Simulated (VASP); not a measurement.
# Al2Pt with PBEsol: from relaxation to properties

What structure does Al2Pt take at this level, and what are its properties? The steps: full relaxation (PBEsol), single point with fields (PBEsol), band structure (PBEsol), total and projected DOS (PBEsol), electric field gradients (PBEsol), vibrations at Γ (PBEsol) and total energy, forces and stress (PBEsol) with a changed input. The start is a cell from a database of measured crystal structures.

Program: VASP 6.6.1. Level of theory: PBEsol; plane waves and PAW (Al, Pt). Results are calculated unless marked as measured.

The database entry behind the starting cell differs from later determinations by our own check (0.1 to 0.3 % short, probably kX units), so it need not match the best structure at ambient conditions.

## (1) The starting structure

Before any relaxation, the start is as follows. It takes space group Fm-3m (No. 225, cubic). The conventional cell has a = 5.910 Å, b = 5.910 Å, c = 5.910 Å, α = 90.00°, β = 90.00°, γ = 90.00°. Nearest to Al lie 4 Pt at 2.56 Å. Nearest to Pt lie 8 Al at 2.56 Å. Farther neighbours are not listed.

Structure file:

```xyz
3
Lattice="0.0000 2.9550 2.9550 2.9550 0.0000 2.9550 2.9550 2.9550 0.0000" Properties=species:S:1:pos:R:3 pbc="T T T"
Al    1.4775    1.4775    1.4775
Al    4.4325    4.4325    4.4325
Pt    0.0000    0.0000    0.0000
```

## (2) Full relaxation (PBEsol)

Properties are meant for the cell that this level of theory prefers, so cell and atoms are relaxed first (ISIF = 3) until forces and stress are small; EDIFFG sets the threshold. PBEsol restores the gradient expansion of exchange and is tuned for the cells of solids.

Contents of INCAR:

```
SYSTEM = Al2Pt
PREC = Accurate
ENCUT = 400
EDIFF = 1E-06
NELM = 100
ISMEAR = 1
SIGMA = 0.2
LREAL = .FALSE.
ALGO = Normal
GGA = PS
NBANDS = 14
LASPH = .TRUE.
LORBIT = 11
LWAVE = .FALSE.
LCHARG = .FALSE.
KPAR = 2
IBRION = 2
NSW = 60
ISIF = 3
EDIFFG = -0.01
```

Contents of POSCAR:

```
Al2Pt
1.0
    0.0000000000      2.9550000000      2.9550000000
    2.9550000000      0.0000000000      2.9550000000
    2.9550000000      2.9550000000      0.0000000000
Al Pt
2 1
Direct
    0.2500000000      0.2500000000      0.2500000000
    0.7500000000      0.7500000000      0.7500000000
    0.0000000000      0.0000000000      0.0000000000
```

Contents of KPOINTS:

```
Automatic mesh
0
Gamma
7 7 7
0 0 0
```

PAW data sets: Al and Pt (PBE family, release 64).

Launch:

```sh
$ mpirun -np 2 vasp_std
```

What it wrote:

```text
[banner, memory and clock lines left out]
running    2 mpi-ranks, on    1 nodes
 distrk:  each k-point on    1 cores,    2 groups
 distr:  one band on    1 cores,    1 groups

 POSCAR found type information on POSCAR AlPt
 POSCAR found :  2 types and       3 ions
|                                                                             |
|               ----> ADVICE to this user running VASP <----                  |
|                                                                             |
|     You enforced a specific xc type in the INCAR file but a different       |
|     [... a line on the potential file left out ...]
|     I HOPE YOU KNOW WHAT YOU ARE DOING!                                     |
|                                                                             |

 LDA part: xc-table for (Slater+PW92), standard interpolation
 POSCAR, INCAR and KPOINTS ok, starting setup
 FFT: planning ... GRIDC
 FFT: planning ... GRID_SOFT
 FFT: planning ... GRID
 WAVECAR not read
 entering main loop
       N       E                     dE             d eps       ncg     rms          rms(c)
DAV:   1     0.368474311517E+02    0.36847E+02   -0.57004E+03   576   0.776E+02
DAV:   2    -0.170635715313E+02   -0.53911E+02   -0.48633E+02   670   0.152E+02
DAV:   3    -0.184051313530E+02   -0.13416E+01   -0.13360E+01   722   0.231E+01
DAV:   4    -0.184145801542E+02   -0.94488E-02   -0.94478E-02   662   0.237E+00
DAV:   5    -0.184147350033E+02   -0.15485E-03   -0.15485E-03   730   0.310E-01    0.887E+00
DAV:   6    -0.178878485943E+02    0.52689E+00   -0.22883E+00   620   0.139E+01    0.219E+00
DAV:   7    -0.177930533648E+02    0.94795E-01   -0.17783E-01   584   0.404E+00    0.165E+00
DAV:   8    -0.177549777303E+02    0.38076E-01   -0.33093E-02   686   0.151E+00    0.263E-01
DAV:   9    -0.177547507233E+02    0.22701E-03   -0.16036E-03   668   0.347E-01    0.167E-01
DAV:  10    -0.177548039272E+02   -0.53204E-04   -0.19684E-04   658   0.113E-01    0.192E-02
DAV:  11    -0.177547994492E+02    0.44780E-05   -0.15185E-05   716   0.380E-02    0.814E-03
DAV:  12    -0.177547995441E+02   -0.94931E-07   -0.14421E-06   484   0.824E-03
   1 F= -.17754800E+02 E0= -.17752109E+02  d E =-.177548E+02
 curvature:   0.00 expect dE= 0.000E+00 dE for cont linesearch  0.000E+00
 trial: gam= 0.00000 g(F)=  0.196E-45 g(S)=  0.468E-02 ort = 0.000E+00 (trialstep = 0.100E+01)
 search vector abs. value=  0.468E-02
 bond charge predicted
       N       E                     dE             d eps       ncg     rms          rms(c)
DAV:   1    -0.177904491505E+02   -0.35650E-01   -0.46706E-01   608   0.648E+00    0.122E+00
DAV:   2    -0.177570890409E+02    0.33360E-01   -0.15994E-01   626   0.391E+00    0.334E-01
DAV:   3    -0.177548117389E+02    0.22773E-02   -0.75935E-03   620   0.862E-01    0.925E-02
DAV:   4    -0.177545778579E+02    0.23388E-03   -0.76997E-04   626   0.146E-01    0.339E-02
DAV:   5    -0.177545760446E+02    0.18133E-05   -0.97148E-05   662   0.949E-02    0.219E-02
DAV:   6    -0.177545792580E+02   -0.32134E-05   -0.18314E-05   590   0.346E-02    0.266E-03
DAV:   7    -0.177545791262E+02    0.13185E-06   -0.48079E-07   330   0.637E-03
   2 F= -.17754579E+02 E0= -.17751795E+02  d E =0.220418E-03
 trial-energy change:    0.000220  1 .order    0.000340   -0.004681    0.005361
 step:   0.4840(harm=  0.4662)  dis= 0.00000  next Energy=   -17.755946 (dE=-0.115E-02)
 bond charge predicted
       N       E                     dE             d eps       ncg     rms          rms(c)
DAV:   1    -0.177654832646E+02   -0.10904E-01   -0.12429E-01   608   0.334E+00    0.606E-01
DAV:   2    -0.177565960090E+02    0.88873E-02   -0.41933E-02   620   0.201E+00    0.167E-01
DAV:   3    -0.177560322611E+02    0.56375E-03   -0.18849E-03   608   0.427E-01    0.544E-02
DAV:   4    -0.177559629762E+02    0.69285E-04   -0.19196E-04   614   0.716E-02    0.185E-02
DAV:   5    -0.177559622384E+02    0.73780E-06   -0.24546E-05   674   0.475E-02    0.116E-02
DAV:   6    -0.177559616807E+02    0.55770E-06   -0.41565E-06   566   0.173E-02
   3 F= -.17755962E+02 E0= -.17753225E+02  d E =-.116214E-02
 curvature:  -0.23 expect dE=-0.683E-07 dE for cont linesearch -0.683E-07
 trial: gam= 0.00000 g(F)=  0.442E-45 g(S)=  0.293E-06 ort =-0.371E-04 (trialstep = 0.897E+00)
 search vector abs. value=  0.294E-06
 reached required accuracy - stopping structural energy minimisation
```

Wall time 9 s (2 MPI ranks of Intel Xeon Platinum 8488C (Sapphire Rapids), shared host); peak memory 0.3 GiB; 15 s of CPU time.

The logs omit lines about the potential files and the build; timing stands in the text.

Parts of OUTCAR (step 2):

```text
ion  position               nearest neighbor table
   1  0.250  0.250  0.250-   3 2.56   3 2.56   3 2.56   3 2.56   2 2.96   2 2.96   2 2.96   2 2.96
                             2 2.96   2 2.96
   2  0.750  0.750  0.750-   3 2.56   3 2.56   3 2.56   3 2.56   1 2.96   1 2.96   1 2.96   1 2.96
                             1 2.96   1 2.96
   3  0.000  0.000  0.000-   2 2.56   2 2.56   2 2.56   1 2.56   2 2.56   1 2.56   1 2.56   1 2.56

  LATTYP: Found a face centered cubic cell.
 ALAT       =     5.9100000000

 Subroutine GETGRP returns: Found 48 space group operations
 (whereof 48 operations were pure point group operations)

The static configuration has the point symmetry O_h .

 Found     20 irreducible k-points:

   k-points           NKPTS =     20   k-points in BZ     NKDIM =     20   number of bands    NBANDS=     14

   dimension x,y,z NGX =    28 NGY =   28 NGZ =   28
   dimension x,y,z NGXF=    56 NGYF=   56 NGZF=   56

   ENCUT  =  400.0 eV  29.40 Ry    5.42 a.u.   6.81  6.81  6.81*2*pi/ulx,y,z

   NELECT =      16.0000    total number of electrons

 k-points in reciprocal lattice and weights: Automatic mesh
   0.00000000  0.00000000  0.00000000       0.003
   0.14285714  0.00000000  0.00000000       0.023
   0.28571429  0.00000000  0.00000000       0.023
   0.42857143  0.00000000  0.00000000       0.023
   0.14285714  0.14285714  0.00000000       0.017
   0.28571429  0.14285714  0.00000000       0.070
   0.42857143  0.14285714  0.00000000       0.070
  -0.42857143  0.14285714  0.00000000       0.070
  -0.28571429  0.14285714  0.00000000       0.070
[...]
-0.42857143  0.42857143  0.14285714       0.070
  -0.28571429  0.42857143  0.14285714       0.070

 average (electrostatic) potential at core
       1 -72.0412       2 -72.0412       3 -66.4250

 E-fermi :   7.8501

 k-point     1 :       0.0000    0.0000    0.0000
  band No.  band energies     occupation
    ...
      2       2.7756      2.00000
      3       2.7756      2.00000
      4       2.7756      2.00000
      5       4.1368      2.00000
      6       4.1368      2.00000
      7      10.9248     -0.00000
      8      11.6756     -0.00000
      9      11.6756     -0.00000
     10      11.6756     -0.00000
     11      13.3423      0.00000
    ...

 k-point     2 :       0.1429    0.0000    0.0000
  band No.  band energies     occupation
    ...
      2       2.6178      2.00000
      3       2.8655      2.00000
      4       2.8655      2.00000
      5       4.1097      2.00000
      6       4.1097      2.00000
      7       9.1406     -0.00000
      8      11.0094     -0.00000
      9      11.0094     -0.00000
     10      11.3061     -0.00000
     11      13.7274      0.00000
    ...

 k-point     3 :       0.2857    0.0000    0.0000
  band No.  band energies     occupation
    ...
      3       3.0291      2.00000
      4       3.0291      2.00000
      5       4.1444      2.00000
      6       4.1444      2.00000
      7       6.3228      2.00000
      8       9.8742     -0.00000
      9       9.8742     -0.00000
     10      11.7263     -0.00000
     11      13.2620      0.00000
     12      13.2895      0.00000
    ...

  Total        0.0024661      0.0024661      0.0024661      0.0000000     -0.0000000     -0.0000000
  in kB        0.0771233      0.0771233      0.0771233      0.0000000     -0.0000000     -0.0000000
  external PRESSURE =       0.0771233 kB  Pullay stress =       0.0000000 kB

  energy-cutoff  :      400.00
  volume of cell :       51.23
      direct lattice vectors                 reciprocal lattice vectors
     0.000000000  2.947835827  2.947835827    -0.169615959  0.169615959  0.169615959
     2.947835827  0.000000000  2.947835827     0.169615959 -0.169615959  0.169615959
     2.947835827  2.947835827  0.000000000     0.169615959  0.169615959 -0.169615959

 POSITION                                       TOTAL-FORCE (eV/Angst)
 -----------------------------------------------------------------------------------
      1.47392      1.47392      1.47392         0.000000      0.000000     -0.000000
      4.42175      4.42175      4.42175        -0.000000     -0.000000      0.000000
      0.00000      0.00000      0.00000        -0.000000     -0.000000     -0.000000
 -----------------------------------------------------------------------------------
    total drift:                               -0.000000     -0.000000      0.000000

  FREE ENERGIE OF THE ION-ELECTRON SYSTEM (eV)
  ---------------------------------------------------
  free  energy   TOTEN  =       -17.7559616807 eV

  energy  without entropy=      -17.7477507634  energy(sigma->0) =      -17.75322471

 reached required accuracy - stopping structural energy minimisation

 total charge
# of ion       s       p       d       tot
------------------------------------------
    1        0.401   0.365   0.000   0.766
    2        0.401   0.365   0.000   0.766
    3        0.835   0.728   8.165   9.728
--------------------------------------------------
tot          1.636   1.459   8.165  11.260

[... 3 further parts left out ...]
```

CONTCAR:

```
Al2Pt
   1.00000000000000
     0.0000000000000000    2.9478358274797105    2.9478358274797105
     2.9478358274797105    0.0000000000000000    2.9478358274797105
     2.9478358274797105    2.9478358274797105    0.0000000000000000
  Al              Pt
     2     1
Direct
     0.2500000000000000    0.2500000000000000    0.2500000000000000
     0.7500000000000000    0.7500000000000000    0.7500000000000000
     0.0000000000000000    0.0000000000000000    0.0000000000000000
```

The k-mesh is coarse for a metal. The PAW data sets were made with PBE, which is usual practice but a small mismatch for other functionals. The run keeps the 48 symmetry operations of its start, so it cannot find a distortion of lower symmetry.

Step by step:

| step | energy less that of the first step (eV) | largest force (eV/Å) | pressure (GPa) | volume (Å³) |
| --- | --- | --- | --- | --- |
| 1 | 0.0000 | 0.0000 | -0.97 | 51.61 |
| 2 | 0.0002 | 0.0000 | 1.12 | 50.83 |
| 3 | -0.0012 | 0.0000 | 0.01 | 51.23 |

| conventional cell, symmetrised | before | after | change |
| --- | --- | --- | --- |
| a (Å) | 5.910 | 5.896 | -0.2 % |
| b (Å) | 5.910 | 5.896 | -0.2 % |
| c (Å) | 5.910 | 5.896 | -0.2 % |
| volume (Å³/atom) | 17.20 | 17.08 | -0.7 % |

Final coordinates:

```
Al Pt
1.0
     0.00000    2.94784    2.94784
     2.94784    0.00000    2.94784
     2.94784    2.94784    0.00000
Al Pt
2 1
Direct
  0.25000 0.25000 0.25000
  0.75000 0.75000 0.75000
  0.00000 0.00000 0.00000
```

Numbers from this step:

* electrons: 16
* bands: 14
* irreducible k-points: 20
* symmetry operations: 48
* free energy (TOTEN): -17.76 eV
* energy at zero smearing: -17.75 eV
* Fermi energy: 7.850 eV
* pressure: 0.007712 GPa
* metallic, judged on the points sampled: yes
* SCF cycles over all ionic steps: 25

It ends with forces that vanish by symmetry and a pressure of 0.01 GPa. The volume lies -0.7 % from that of the database's start, part of which can be the thermal and zero-point expansion of its experiment.

(Continued in part 2 of 4.)

[Lines on the potential files, build, host, timing and source positions are cut from VASP's logs without a mark.]

[Logs are printed without paths, hosts, clocks, repeated set-up lines and the standing remarks that a program may print on its own settings, such as how far it seeks lower states.]

[Hosts, paths, dates, database ids (printed as entryN), source tags and the programs' standing remarks are cut or masked in the printed files.]

[A measured line is paired with the nearest computed mode of its activity, which favours agreement.]

[In band tables of VASP the shares of atoms and orbitals are scaled to a sum of 1 inside the atoms' spheres.]
